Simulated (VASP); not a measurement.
Crystal: KBr.

```xyz
2
Lattice="0.0000 3.2500 3.2500 3.2500 0.0000 3.2500 3.2500 3.2500 0.0000" Properties=species:S:1:pos:R:3 pbc="T T T"
K     0.0000    0.0000    0.0000
Br    3.2500    3.2500    3.2500
```

The cell was built by a generator and needn't be a form met in nature.

* Program: VASP 6.6.1
* Task: relaxation of cell and atoms
* Functional: PBE
* Potentials or basis: VASP PAW PBE potentials, release 64 (K_sv, Br)
* Cutoff: 600 eV
* k mesh: 6 × 6 × 6
* Occupations: fermi-dirac, width 0.02 eV
* Spin: no spin polarisation

At the start: pressure 1.6 GPa; volume 34.33 Å³/atom.

Problem. Where does the relaxation end?

Solution. Over 4 steps the energy falls by 16.0 meV/atom and the volume is 37.80 Å³/atom (+10.1 %); space group Fm-3m (No. 225, to 0.05 Å).

The path:
| step | energy change (eV) | largest force (eV/Å) | pressure (GPa) | volume (Å³) |
| --- | --- | --- | --- | --- |
| 1 | 0.0000 | 0.0000 | 1.63 | 68.66 |
| 2 | -0.0251 | 0.0000 | 0.69 | 72.19 |
| 3 | -0.0318 | 0.0000 | -0.11 | 76.21 |
| 4 | -0.0320 | 0.0000 | 0.00 | 75.61 |

Final structure:
```cif
data_structure
_symmetry_space_group_name_H-M 'P 1'
_symmetry_Int_Tables_number 1
_cell_length_a 4.7464
_cell_length_b 4.7464
_cell_length_c 4.7464
_cell_angle_alpha 60.000
_cell_angle_beta 60.000
_cell_angle_gamma 60.000
_cell_volume 75.61
loop_
_atom_site_label
_atom_site_type_symbol
_atom_site_fract_x
_atom_site_fract_y
_atom_site_fract_z
_atom_site_occupancy
K1 K 0.00000 0.00000 0.00000 1
Br1 Br 0.50000 0.50000 0.50000 1
```
